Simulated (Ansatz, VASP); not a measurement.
# YBiS3 in two plane-wave programs, part 2 of 2

One calculation is typed for both programs; each brings its own data sets. How far apart do they land? The cell is generated by rule, not measured, and may not be a known phase. The cell is taken from a series of runs on this material, whose earlier steps may have relaxed, scaled, displaced or heated it; both programs get it as it stands.

VASP 6.6.1 and Ansatz 0.2.0.

So far: The structure; VASP: relaxation of cell and atoms, PBEsol.

The structure was built from a prototype and need not be the compound's stable phase.

### 3. Ansatz: relaxation of cell and atoms, PBEsol

Level of this step: Ansatz beside VASP: Kohn-Sham DFT, plane waves, PBEsol (Ansatz).

Ansatz runs on its PAW soft_1 files.

The same cell, functional, mesh and smearing now go to Ansatz, which takes its cutoff from its data sets.

input.yaml reads:

```yaml
crystal:
  lattice:
    - [-3.7115900713, 5.1168272484, 3.3738013211]
    - [3.7115900713, -5.1168272484, 3.3738013211]
    - [3.7115900713, 5.1168272484, -3.3738013211]
  atoms:
    - { symbol: Bi, position: [0.8079694276, 0.0579694276, 0.75] }
    - { symbol: Bi, position: [0.1920305724, 0.9420305724, 0.25] }
    - { symbol: "Y", position: [0.5, 0.5, 0.0] }
    - { symbol: "Y", position: [0.0, 0.5, 0.5] }
    - { symbol: S, position: [0.5885689624, 0.3385689624, 0.25] }
    - { symbol: S, position: [0.4114310376, 0.6614310376, 0.75] }
    - { symbol: S, position: [0.8330652836, 0.0, 0.3330652836] }
    - { symbol: S, position: [0.1669347164, 0.0, 0.6669347164] }
    - { symbol: S, position: [0.1669347164, 0.5, 0.1669347164] }
    - { symbol: S, position: [0.8330652836, 0.5, 0.8330652836] }
kpoints:
  mp_grid: { grid: [8, 8, 8] }
hamiltonian:
  xc: pbesol
  pseudopotentials: { kind: paw, azcp: { folder: soft_1 }, xc_functional: pbe }
scf:
  occupations: { method: methfessel_paxton, width: 0.2 }
output:
  forces: true
  stress: true
  eigenvalues: true
relax:
  adjacent_minimum: "off"
  f_tol: 0.001
  max_steps: 60
  cell: { stress_tol: 0.01 }
```

Run with:

```console
> ansatz run input.yaml --threads 8 --pin off --max-ram 16384MiB --backend cpu --events-out ev --progress --plain --runs-dir out
```

Numbers of over 12 decimals in the logs are rounded to 6 here.

Output:

```text
Engine: ansatz 0.2.0, x86_64-unknown-linux-gnu
Pseudopotentials: kind: paw
Pseudopotential: Bi, paw, valence charge 15, recommended cutoff 420 eV (normal), soft_1/Bi.paw.azcp
Pseudopotential: Y, paw, valence charge 11, recommended cutoff 420 eV (normal), soft_1/Y.paw.azcp
Pseudopotential: S, paw, valence charge 6, recommended cutoff 420 eV (normal), soft_1/S.paw.azcp
Functional definition: PBEsol
  exchange = pbesol_x
  correlation = pbesol_c
Crystal: 10 atoms, lattice volume = 256.295 Å³
Basis set: ecut = 420 eV, 4983 PW (Γ), exchange–correlation on 96×96×96 points (8 copies of the dense FFT grid, shifted against one another)
Bands: 54, of which v1, the nominal top of the filled ones, is band 44 counted from 1 (43 counted from 0)
Symmetry: 8 space group operations
Space group: Imma (ITA 74), of the structure as read, at distance tolerance 6.4e-5 Å
k-points: 95 of 512
Non-local potential: Bi, projectors of the file, l = 0: 2, l = 1: 2, l = 2: 2, l = 3: 1
Non-local potential: Y, projectors of the file, l = 0: 3, l = 1: 2, l = 2: 2, l = 3: 1
Non-local potential: S, projectors of the file, l = 0: 2, l = 1: 2, l = 2: 1
PAW form: soft (Blöchl's): semilocal exchange-correlation on the pseudo side does not see the compensation charge
PAW frozen core: Bi, regenerated for the run's functional, and the local potential with it (the file was generated under x = pbe(κ = 0.804, μ = 0.219515), c = pbe(β = 0.066725))
PAW frozen core: Y, regenerated for the run's functional, and the local potential with it (the file was generated under x = pbe(κ = 0.804, μ = 0.219515), c = pbe(β = 0.066725))
PAW frozen core: S, regenerated for the run's functional, and the local potential with it (the file was generated under x = pbe(κ = 0.804, μ = 0.219515), c = pbe(β = 0.066725))
PAW one-centre angular grid: Bi, 590 points (default); XC on 64 Gauss nodes
PAW one-centre angular grid: Y, 590 points (default); XC on 64 Gauss nodes
PAW one-centre angular grid: S, 110 points (default); XC on 64 Gauss nodes
Initial density: superposition of atomic densities (chi_scale 0.1, normalization cell, long waves kept (reshape's long-wave potential 0.00 eV rms))
Initial wavefunctions: pseudopotential atomic-orbital guess
Functional: x = pbesol(κ = 0.804, μ = 0.123457), c = pbesol(β = 0.046)
SCF iter   1: F=—  HF=-37403.329751 eV  |F-HF|=—  |Δ(HF+E_count)|=         —  Δρ=3.75e-2  dr2=1.21e1  ethr=3.10e-3  ⟨swp⟩=6.1  Hψ=19676  notcnv=0
preconditioner: auto → Resta (q_TF=auto, 2.283 Å⁻¹)  ε∞=5.7  [insulator: Δε(μ)=0.962 eV  Ē_g=7.752 eV  σ=0.200 eV  W_gap=1.01  n_scr=58 (ndim 8)  ℏωp=16.7 eV  f_vac=0.000  D(μ)=-0.00/eV (n_scr^D=0)  ε∞_Penn≈5.7]
SCF iter   2: F=—  HF=-37400.421491 eV  |F-HF|=—  |Δ(HF+E_count)|=    2.91e0  S|Δr|=    0.00e0  Δρ=1.93e-2  dr2=2.82e0  ethr=3.10e-3  ⟨swp⟩=3.0  Hψ=9012  notcnv=0  defer=278
SCF iter   3: F=—  HF=-37399.603092 eV  |F-HF|=—  |Δ(HF+E_count)|=   8.18e-1  S|Δr|=    0.00e0  Δρ=4.19e-3  dr2=6.41e-2  ethr=3.10e-3  ⟨swp⟩=3.3  Hψ=9651  notcnv=0  defer=332
SCF iter   4: F=—  HF=-37399.608202 eV  |F-HF|=—  |Δ(HF+E_count)|=   5.11e-3  S|Δr|=    0.00e0  Δρ=1.61e-3  dr2=1.42e-2  ethr=7.28e-5  ⟨swp⟩=2.0  Hψ=7325  notcnv=0  defer=332
SCF iter   5: F=—  HF=-37399.607503 eV  |F-HF|=—  |Δ(HF+E_count)|=   6.99e-4  S|Δr|=    0.00e0  Δρ=5.31e-4  dr2=1.39e-3  ethr=1.61e-5  ⟨swp⟩=2.0  Hψ=6799  notcnv=0  defer=332
SCF iter   6: F=—  HF=-37399.608254 eV  |F-HF|=—  |Δ(HF+E_count)|=   7.51e-4  S|Δr|=    0.00e0  Δρ=1.51e-4  dr2=1.10e-4  ethr=1.58e-6  ⟨swp⟩=2.0  Hψ=7207  notcnv=0  defer=332
SCF iter   7: F=—  HF=-37399.608321 eV  |F-HF|=—  |Δ(HF+E_count)|=   6.63e-5  S|Δr|=    0.00e0  Δρ=6.52e-5  dr2=1.97e-5  ethr=1.25e-7  ⟨swp⟩=2.0  Hψ=6779  notcnv=0  defer=332
SCF iter   8: F=—  HF=-37399.608541 eV  |F-HF|=—  |Δ(HF+E_count)|=   2.20e-4  S|Δr|=    0.00e0  Δρ=1.86e-5  dr2=1.75e-6  ethr=2.24e-8  ⟨swp⟩=2.0  Hψ=7361  notcnv=0  defer=332
SCF iter   9: F=—  HF=-37399.608541 eV  |F-HF|=—  |Δ(HF+E_count)|=   5.52e-7  S|Δr|=    0.00e0  Δρ=5.24e-6  dr2=1.01e-7  ethr=1.14e-10  ⟨swp⟩=13.2  Hψ=31602  notcnv=0
SCF iter  10: F=-37399.608541 eV  HF=-37399.608541 eV  |F-HF|=4.44e-10  |Δ(HF+E_count)|=   2.48e-8  S|Δr|=    0.00e0  Δρ=1.27e-6  dr2=5.98e-9  ethr=1.14e-10  ⟨swp⟩=4.1  Hψ=16305  notcnv=0
SCF 1 converged in 10 iterations: F = -37399.608541 eV  dr2 = 5.98e-9
  greatest PAW one-centre occupation: 0.992 electrons in one spin orbital (limit 2), on the Y atom at site 3 (counted from 0), in its partial waves of l = 0
relax step   1: F+E_penalty+E_count = -37399.60854116 eV  Δ(F+E_penalty+E_count) = +0.000e0 eV  max|allowed force component| = 2.246e-3 eV/Å  Δτ_max = 0.0000 Å  P = -0.003 GPa  Ω = 256.295 Å³  (10 SCF iters, dr2 threshold 1.00e-7 eV, accepted)
[...]
relax step   4: F+E_penalty+E_count = -37399.60854899 eV  Δ(F+E_penalty+E_count) = -5.329e-7 eV  max|allowed force component| = 8.129e-4 eV/Å  Δτ_max = 0.0001 Å  P = +0.001 GPa  Ω = 256.294 Å³  energy of the carried Pulay correction = +8.427e-8 eV  (6 SCF iters, dr2 threshold 1.11e-10 eV, accepted)
[...]
relax step   5: F+E_penalty+E_count = -37399.60854955 eV  Δ(F+E_penalty+E_count) = -5.533e-7 eV  max|allowed force component| = 8.133e-4 eV/Å  Δτ_max = 0.0000 Å  P = +0.001 GPa  Ω = 256.294 Å³  stress off target by 3.42e-3 GPa  SCF on the basis re-selected at this cell (its energy is not comparable with the rows above)  (5 SCF iters)
basis re-selected at this cell: Δ(F+E_penalty+E_count) = -5.533e-7 eV, ΔP = +0.000 GPa vs the last step (what re-selecting the basis moved, of the pressure what is left beyond the Pulay correction that the steps carried, after the strain that the cell walked since its last selection, with what the two solves' SCF thresholds leave and, on support functions, any second-order correction that the steps lacked; it is no m [...]
SCF converged after 5 iterations
Stability not checked: this state was not tested for a lower state beside it, because cold or Methfessel-Paxton smearing, or corrected tetrahedra, fill the levels in a way that the test cannot read (fill_not_monotonic; see scf.lower_state_search)
Free energy (F): -37399.608550 eV
Harris-Foulkes:  -37399.608550 eV  (|F-HF|=0.00e0)
Internal energy: -37399.622621 eV  (E = F + TS)
E sigma→0 (E₀):  -37399.612067 eV
Entropy (-TS):   0.014071 eV (1.407 meV/atom)
Fermi energy:    7.084254 eV
Step filling:    the computed levels leave a gap of 0.1889 eV = 0.9 smearing widths at the electron count; against every level under it full and every level over it empty, smearing changes F+E_penalty+E_count by +3.359 meV and its σ→0 estimate by -0.159 meV
--- Per-component energies (eV) ---
  E_band       = -530.287212
  E_kinetic    = 1769.934059
  E_local      = -5033.541802  (includes V_loc(G=0)·N_el)
  E_nonlocal   = 1084.238782
  E_hartree    = 1769.957753
  E_xc         = -1187.923610
  E_vxc        = -1172.342586  (∫ρ·V_xc dr)
  E_paw        = -30093.583339  (= ΣΔE_a)
  E_vpaw       = -718.491631  (= ΣTr[D̂ρ^β])
  E_aug_tail   = 0.000453  (compensation charges beyond the density's cutoff)
  E_ewald      = -5709.553748
  E_core_change = 0.848831  (= ΣΔE_core)
  E_smearing   = 0.014071  (= −TS)
  E_closure    = 0.000000  (closes the sum)
  Σ components = -37399.608550   (vs F -37399.608550, Δ=0.00e0)
--- Forces (eV/Å), atoms counted from 1 ---
  atom   1  Bi     0.00000000     0.00000000    -0.00022152
  atom   2  Bi     0.00000000     0.00000000     0.00022152
  atom   3  Y      0.00000000     0.00000000     0.00000000
  atom   4  Y      0.00000000     0.00000000     0.00000000
  atom   5  S      0.00000000     0.00000000    -0.00081331
  atom   6  S      0.00000000     0.00000000     0.00081331
  atom   7  S      0.00000000    -0.00023433     0.00000000
  atom   8  S      0.00000000     0.00023433    -0.00000000
  atom   9  S      0.00000000     0.00023433    -0.00000000
  atom  10  S     -0.00000000    -0.00023433    -0.00000000
  max |Σ_I F_I| component: 4.00e-17 eV/Å
--- Stress (GPa, compression-positive) ---
        0.000927       0.000000       0.000000
        0.000000       0.003422       0.000000
        0.000000       0.000000      -0.001669
  P = ⅓ Tr σ = 0.0009 GPa (0.009 kbar)
--- Band table (eV; the first three rows and the last of 95) ---
  k-point 0: bands = [... 40 lower, 6.2715, 6.5338, 6.6536, 7.1639, 8.8218, 8.8891, 9.6214, 9.7316, ... 6 higher]
  k-point 1: bands = [... 40 lower, 6.2589, 6.6238, 6.6311, 7.0633, 8.8471, 9.0104, 9.5254, 9.7065, ... 6 higher]
  k-point 2: bands = [... 40 lower, 6.2721, 6.5966, 6.6831, 6.8084, 8.8903, 9.2536, 9.4619, 9.6003, ... 6 higher]
  k-point 94: bands = [... 40 lower, 5.7316, 5.9277, 6.3190, 6.6666, 7.3528, 9.5060, 9.7291, 10.0342, ... 6 higher]
--- Relaxed structure (4 steps of the walk, 3 accepted, 1 SCFs on fresh bases) ---
  F+E_penalty+E_count = -37399.60854955 eV   max|allowed force component| = 8.133e-4 eV/Å   (the final SCF, on the basis selected at the relaxed cell)
  cell:  # Å, volume = 256.2940 Å³
    - [-3.711942, 5.117840, 3.372800]
    - [3.711942, -5.117840, 3.372800]
    - [3.711942, 5.117840, -3.372800]
  atoms:
    - { symbol: Bi, position: [0.807903, 0.057903, 0.750000] }
    - { symbol: Bi, position: [0.192097, 0.942097, 0.25] }
    - { symbol: Y, position: [0.500000, 0.500000, 0] }
    - { symbol: Y, position: [0, 0.500000, 0.500000] }
    - { symbol: S, position: [0.588661, 0.338661, 0.250000] }
    - { symbol: S, position: [0.411339, 0.661339, 0.750000] }
    - { symbol: S, position: [0.833124, -2.7755575615628914e-17, 0.333124] }
    - { symbol: S, position: [0.166876, 5.551115123125783e-17, 0.666876] }
    - { symbol: S, position: [0.166876, 0.500000, 0.166876] }
    - { symbol: S, position: [0.833124, 0.500000, 0.833124] }
```

### 4. Comparison

Known differences besides the potentials themselves: the cutoff is 420 eV in Ansatz and 500 eV in VASP; Ansatz makes its cores anew for this functional, VASP keeps those of its PBE data sets; Ansatz adds a Pulay correction to the stress that steers its cell, VASP none. Total energies have different zeros and are not compared.

Both answers:

| quantity | Ansatz | VASP | difference |
| --- | --- | --- | --- |
| volume (Å³) | 256.29 | 256.11 | +0.07 % |
| edge a after relaxation, in the typed setting (Å) | 7.166 | 7.163 | +0.03 % |

Our record labels this cell a metal in Ansatz alone; each run is judged by its own test, so with a small gap or wide smearing the label says little about the levels.

### 5. Summary of results

* difference in volume (relaxation of cell and atoms, PBEsol): 0.071 %

What this shows: The difference in volume is 0.071 % (relaxation of cell and atoms, PBEsol), within the 1.2 % picked in this series as the mark of a large difference, as far as the stopping tolerances let one tell. VASP runs on this material, other cells of it included, that failed, so that no pair exists: relaxation of cell and atoms, PBEsol (timeout). How closely two codes agree says nothing of how well the functional describes the real material.

[Lines on the potential files, build, host, timing and source positions are cut from VASP's logs without a mark.]

[Logs are printed without paths, hosts, clocks, repeated set-up lines and the standing remarks that a program may print on its own settings, such as how far it seeks lower states.]

[Hosts, paths, dates, database ids (printed as entryN), source tags and the programs' standing remarks are cut or masked in the printed files.]
